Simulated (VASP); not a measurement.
# Si2WC3 (Cmc2_1) in VASP: density of states with PBE

Aim: the density of states of Si2WC3 with PBE.

Program: VASP 6.6.1. These are calculated values, not measurements. Logs are shortened: lines on timing, memory, paths and dates and some standing lists are left out, and cuts for length are marked.

## 1. Starting point

Symmetry: Cmc2_1, No. 36, orthorhombic system. The conventional cell has a = 9.832 Å, b = 5.662 Å, c = 4.827 Å, α = 90.00°, β = 90.00°, γ = 90.00°. Around Si (site symmetry 1) lie 4 C at 1.86 to 1.91 Å. W (site symmetry m) has 4 C at 2.08 to 2.24 Å as nearest neighbours. C (site symmetry 1) is surrounded by 3 Si at 1.86 to 1.88 Å and 1 W at 2.08 Å. C (site symmetry m) has 2 Si at 1.91 Å and 1 W at 2.08 Å as nearest neighbours.

The cell was built by a generator and needn't be a form met in nature.

## 2. Density of states, PBE

The input, POSCAR:

```
Si2WC3
1.0
    4.9159800000     -2.8310000000      0.0000000000
    4.9159800000      2.8310000000      0.0000000000
    0.0000000000      0.0000000000      4.8271000000
Si W C
4 2 6
Direct
    0.1745360000      0.4855500000      0.5135010000
    0.8254640000      0.5144500000      0.0135010000
    0.5144500000      0.8254640000      0.5135010000
    0.4855500000      0.1745360000      0.0135010000
    0.1522700000      0.8477300000      0.9438130000
    0.8477300000      0.1522700000      0.4438130000
    0.1575510000      0.4809240000      0.8981750000
    0.5190760000      0.8424490000      0.8981750000
    0.7866430000      0.2133570000      0.9018330000
    0.4809240000      0.1575510000      0.3981750000
    0.8424490000      0.5190760000      0.3981750000
    0.2133570000      0.7866430000      0.4018330000
```

The input, INCAR.step1:

```
  ALGO = Normal
  EDIFF = 1E-7
  ENCUT = 520
  GGA = PE
  ISIF = 2
  ISMEAR = 0
  KPAR = 4
  LASPH = True
  LCHARG = True
  LMAXMIX = 4
  LREAL = False
  LWAVE = False
  NELM = 100
  PREC = Accurate
  SIGMA = 0.1
```

The input, KPOINTS.step1:

```
k-points
0
Gamma
  6 6 6
```

The input, INCAR.step2:

```
  ALGO = Normal
  EDIFF = 1E-7
  ENCUT = 520
  GGA = PE
  ICHARG = 11
  ISIF = 2
  ISMEAR = -5
  KPAR = 4
  LASPH = True
  LCHARG = False
  LMAXMIX = 4
  LORBIT = 11
  LREAL = False
  LWAVE = False
  NEDOS = 1001
  NELM = 100
  PREC = Accurate
  SIGMA = 0.1
```

The input, KPOINTS.step2:

```
k-points
0
Gamma
  9 9 9
```

Potentials or basis: VASP PAW PBE potentials, release 64 (Si, W_sv, C).

Run with:

```bash
$ cat potpaw_PBE.64/Si/POTCAR potpaw_PBE.64/W_sv/POTCAR potpaw_PBE.64/C/POTCAR > POTCAR
$ cp INCAR.step1 INCAR
$ cp KPOINTS.step1 KPOINTS
$ mpirun -np 4 vasp_std > vasp.out
$ cp INCAR.step2 INCAR
$ cp KPOINTS.step2 KPOINTS
$ mpirun -np 4 vasp_std > vasp.out
```

OUTCAR:

```text
EDIFF = 1E-7
   ENCUT = 520
   GGA = PE
   ICHARG = 11
   ISIF = 2
   ISMEAR = -5
   LASPH = True
   LORBIT = 11
   LREAL = False
   NELM = 100
   PREC = Accurate

 ion  position               nearest neighbor table
   1  0.175  0.486  0.514-   7 1.86  11 1.88  10 1.88  12 1.91   5 2.88   4 2.99   4 2.99   2 3.07
                             2 3.07   6 3.26   6 3.29   6 3.32
   2  0.825  0.514  0.014-  11 1.86   7 1.88   8 1.88   9 1.91   6 2.88   3 2.99   3 2.99   1 3.07
                             1 3.07   5 3.26   5 3.29   5 3.32
   3  0.514  0.825  0.514-   8 1.86  10 1.88  11 1.88  12 1.91   5 2.88   2 2.99   2 2.99   4 3.07
                             4 3.07   6 3.26   6 3.29   6 3.32
   4  0.486  0.175  0.014-  10 1.86   8 1.88   7 1.88   9 1.91   6 2.88   1 2.99   1 2.99   3 3.07
                             3 3.07   5 3.26   5 3.29   5 3.32
   5  0.152  0.848  0.944-   7 2.08   8 2.08   9 2.08  12 2.24  12 2.64   3 2.88   1 2.88   6 2.97
                             6 2.97   4 3.26   2 3.26   2 3.29   4 3.29   4 3.32   2 3.32
   6  0.848  0.152  0.444-  10 2.08  11 2.08  12 2.08   9 2.24   9 2.64   4 2.88   2 2.88   5 2.97
                             5 2.97   1 3.26   3 3.26   3 3.29   1 3.29   3 3.32   1 3.32
   7  0.158  0.481  0.898-   1 1.86   2 1.88   4 1.88   5 2.08
   8  0.519  0.842  0.898-   3 1.86   4 1.88   2 1.88   5 2.08
   9  0.787  0.213  0.902-   2 1.91   4 1.91   5 2.08   6 2.24   6 2.64
  10  0.481  0.158  0.398-   4 1.86   3 1.88   1 1.88   6 2.08
  11  0.842  0.519  0.398-   2 1.86   1 1.88   3 1.88   6 2.08
  12  0.213  0.787  0.402-   1 1.91   3 1.91   6 2.08   5 2.24   5 2.64

  LATTYP: Found a base centered orthorhombic cell.
 ALAT       =     5.6620000000
 B/A-ratio  =     1.7364818085
 C/A-ratio  =     0.8525432709

  Lattice vectors:

 A1 = (  -4.9159800000,  -2.8310000000,   0.0000000000)
 A2 = (   4.9159800000,  -2.8310000000,   0.0000000000)
 A3 = (   0.0000000000,   0.0000000000,   4.8271000000)

Analysis of symmetry for initial positions (statically):
=====================================================================
 Subroutine PRICEL returns:
 Original cell was already a primitive cell.

 Routine SETGRP: Setting up the symmetry group for a
 base centered orthorhombic supercell.

 Subroutine GETGRP returns: Found  4 space group operations
 (whereof  2 operations were pure point group operations)
 out of a pool of  8 trial point group operations.

The static configuration has the point symmetry C_1h.
 The point group associated with its full space group is C_2v.

Analysis of symmetry for dynamics (positions and initial velocities):
[... 165 lines left out ...]
 non-spin polarized calculation
 Fermi weights with tetrahedron method with Bloechl corrections
  energy-cutoff  :      520.00
  volume of cell :      134.36
 maximum number of plane-waves:      3652
 NGX is ok and might be reduce to    42

 number of electron      67.9999999 magnetization

 Free energy of the ion-electron system (eV)
  ---------------------------------------------------
  ext. energy  EPLUGINS =         0.00000000
  ---------------------------------------------------
  free energy    TOTEN  =       -99.26555542 eV

  energy without entropy =      -99.26555542  energy(sigma->0) =      -99.26555542

 E-fermi :   9.2970     XC(G=0): -11.7519

 val. band max:        9.3288656387   @ k =   0.4444   0.2222   0.4444
 cond. band min:       9.2600258425   @ k =   0.4444   0.0000   0.0000
 fundamental gap:     -0.0688397962
 Fermi energy:         9.2969643199

 k-point     1 :       0.0000    0.0000    0.0000
  band No.  band energies     occupation
      1     -65.4419      2.00000
      2     -65.4202      2.00000
      3     -29.7823      2.00000
      4     -29.7684      2.00000
      5     -29.7426      2.00000
      6     -29.7259      2.00000
[... 1045 lines left out ...]
     40      11.6765      0.00000
     41      12.4459      0.00000

 [... further k-points ...]

------------------------ aborting loop because EDIFF is reached ----------------------------------------

  FORCE on cell =-STRESS in cart. coord.  units (eV):
  Direction    XX          YY          ZZ          XY          YZ          ZX
  --------------------------------------------------------------------------------------
  -------------------------------------------------------------------------------------
  Total       -0.2538604     -0.0450877     -0.0573470      0.0000000      0.0000000      0.0000000
  in kB       -3.0271873     -0.5376535     -0.6838409      0.0000000      0.0000000      0.0000000
  external PRESSURE =      -1.4162272 kB  Pullay stress =       0.0000000 kB

 VOLUME and BASIS-vectors are now :
 -----------------------------------------------------------------------------
  energy-cutoff  :      520.00
  volume of cell :      134.36
      direct lattice vectors                 reciprocal lattice vectors
     4.915980000 -2.831000000  0.000000000     0.101709120 -0.176616037  0.000000000
     4.915980000  2.831000000  0.000000000     0.101709120  0.176616037  0.000000000
     0.000000000  0.000000000  4.827100000     0.000000000  0.000000000  0.207163721

 POSITION                                       TOTAL-FORCE (eV/Angst)
 -----------------------------------------------------------------------------------
      3.24497      0.88048      2.47872         0.012572     -0.021551     -0.003153
      6.58699     -0.88048      0.06517        -0.012572      0.021551     -0.003153
      6.58699      0.88048      2.47872        -0.012572     -0.021551     -0.003153
      3.24497     -0.88048      0.06517         0.012572      0.021551     -0.003153
      4.91598      1.96885      4.55588         0.000000     -0.088731     -0.001143
      4.91598     -1.96885      2.14233         0.000000      0.088731     -0.001143
      3.13873      0.91547      4.33558         0.024386      0.001362      0.007532
      6.69323      0.91547      4.33558        -0.024386      0.001362      0.007532
      4.91598     -1.62297      4.35324         0.000000      0.042155     -0.007616
      3.13873     -0.91547      1.92203         0.024386     -0.001362      0.007532
      6.69323     -0.91547      1.92203        -0.024386     -0.001362      0.007532
      4.91598      1.62297      1.93969         0.000000     -0.042155     -0.007616
 -----------------------------------------------------------------------------------
    total drift:                                0.000000     -0.000000      0.006457

  FREE ENERGIE OF THE ION-ELECTRON SYSTEM (eV)
  ---------------------------------------------------
  free  energy   TOTEN  =       -99.2655554186 eV

  energy  without entropy=      -99.2655554186  energy(sigma->0) =      -99.26555542

 total charge

# of ion       s       p       d       tot
------------------------------------------
    1        0.712   0.943   0.000   1.655
    2        0.712   0.943   0.000   1.655
    3        0.712   0.943   0.000   1.655
    4        0.712   0.943   0.000   1.655
    5        2.372   6.281   3.391  12.044
    6        2.372   6.281   3.391  12.044
    7        0.853   1.684   0.000   2.537
    8        0.853   1.684   0.000   2.537
    9        0.852   1.586   0.000   2.438
   10        0.853   1.684   0.000   2.537
   11        0.853   1.684   0.000   2.537
   12        0.852   1.586   0.000   2.438
--------------------------------------------------
tot         12.708  26.243   6.782  45.733
```

OUTCAR.step1:

```text
EDIFF = 1E-7
   ENCUT = 520
   GGA = PE
   ISIF = 2
[... 1328 lines left out ...]
      4.91598     -1.62297      4.35324         0.000000      0.007624     -0.001083
      3.13873     -0.91547      1.92203         0.002438     -0.000474     -0.002874
      6.69323     -0.91547      1.92203        -0.002438     -0.000474     -0.002874
      4.91598      1.62297      1.93969         0.000000     -0.007624     -0.001083
 -----------------------------------------------------------------------------------
    total drift:                                0.000000     -0.000000      0.000312

  FREE ENERGIE OF THE ION-ELECTRON SYSTEM (eV)
  ---------------------------------------------------
  free  energy   TOTEN  =       -99.2851210645 eV

  energy  without entropy=      -99.2717244369  energy(sigma->0) =      -99.27842275
```

OSZICAR.step1:

```text
N       E                     dE             d eps       ncg     rms          rms(c)
DAV:   1     0.535993369867E+03    0.53599E+03   -0.35771E+04  4560   0.164E+03
DAV:   2    -0.765577979868E+02   -0.61255E+03   -0.59760E+03  5106   0.420E+02
DAV:   3    -0.114937433624E+03   -0.38380E+02   -0.37926E+02  5373   0.990E+01
DAV:   4    -0.115902312303E+03   -0.96488E+00   -0.96137E+00  5175   0.160E+01
DAV:   5    -0.115927732768E+03   -0.25420E-01   -0.25407E-01  5359   0.262E+00    0.415E+01
DAV:   6    -0.998943883623E+02    0.16033E+02   -0.92303E+01  5048   0.412E+01    0.114E+01
DAV:   7    -0.994294452189E+02    0.46494E+00   -0.11539E+01  4857   0.165E+01    0.933E+00
DAV:   8    -0.992907492332E+02    0.13870E+00   -0.68487E-01  4935   0.446E+00    0.375E+00
DAV:   9    -0.992868845253E+02    0.38647E-02   -0.97105E-02  5302   0.152E+00    0.576E-01
DAV:  10    -0.992848955759E+02    0.19889E-02   -0.16174E-02  5040   0.647E-01    0.233E-01
DAV:  11    -0.992850856048E+02   -0.19003E-03   -0.16097E-03  4839   0.233E-01    0.836E-02
DAV:  12    -0.992851230097E+02   -0.37405E-04   -0.23909E-04  4832   0.773E-02    0.247E-02
DAV:  13    -0.992851208744E+02    0.21352E-05   -0.48492E-05  5168   0.385E-02    0.666E-03
DAV:  14    -0.992851208797E+02   -0.52414E-08   -0.91608E-06  5112   0.157E-02    0.525E-03
DAV:  15    -0.992851210207E+02   -0.14102E-06   -0.20539E-06  4632   0.587E-03    0.240E-03
DAV:  16    -0.992851210645E+02   -0.43867E-07   -0.33525E-07  3728   0.312E-03
   1 F= -.99285121E+02 E0= -.99278423E+02  d E =-.133966E-01
```

It took 2.3 min on 4 MPI ranks of Intel Xeon Platinum 8488C (Sapphire Rapids), shared host; peak memory 0.63 GiB.

What came out:

* Valence electrons inside the program's atomic spheres: Si 1.66; W 12.04; C 2.54, 2.44

Levels at points of the mesh, in eV from the Fermi level:
| k point | band 31 | band 32 | band 33 | band 34 | band 35 | band 36 | band 37 | band 38 |
| --- | --- | --- | --- | --- | --- | --- | --- | --- |
| (0.00, 0.00, 0.00) | -3.00 | -2.26 | -1.82 | -1.48 | 0.50 | 1.06 | 1.51 | 1.57 |

States per cell in windows of 1 eV (zero at the Fermi level; states under -8 eV left out):
```csv
from (eV),total,W5_d,W6_d,C9_p,C12_p,C7_p,C8_p
-8.0,3.81,0.16,0.16,0.10,0.10,0.13,0.13
-7.0,3.58,0.18,0.18,0.14,0.14,0.12,0.12
-6.0,4.59,0.26,0.26,0.21,0.21,0.17,0.17
-5.0,6.80,0.48,0.48,0.33,0.33,0.29,0.29
-4.0,8.29,0.82,0.82,0.38,0.38,0.43,0.43
-3.0,5.92,0.46,0.46,0.27,0.27,0.36,0.36
-2.0,0.82,0.14,0.14,0.03,0.03,0.03,0.03
-1.0,3.42,0.77,0.77,0.06,0.06,0.06,0.06
0.0,3.88,0.89,0.89,0.06,0.06,0.06,0.06
1.0,6.17,1.46,1.46,0.09,0.09,0.09,0.09
2.0,2.21,0.46,0.46,0.05,0.05,0.03,0.03
3.0,1.44,0.26,0.26,0.06,0.06,0.01,0.01
4.0,0.59,0.07,0.07,0.02,0.02,0.01,0.01
5.0,0.00,0.00,0.00,0.00,0.00,0.00,0.00
6.0,0.00,0.00,0.00,0.00,0.00,0.00,0.00
7.0,0.00,0.00,0.00,0.00,0.00,0.00,0.00
```

Caveat: tetrahedron occupations give inexact forces and stress in metals.
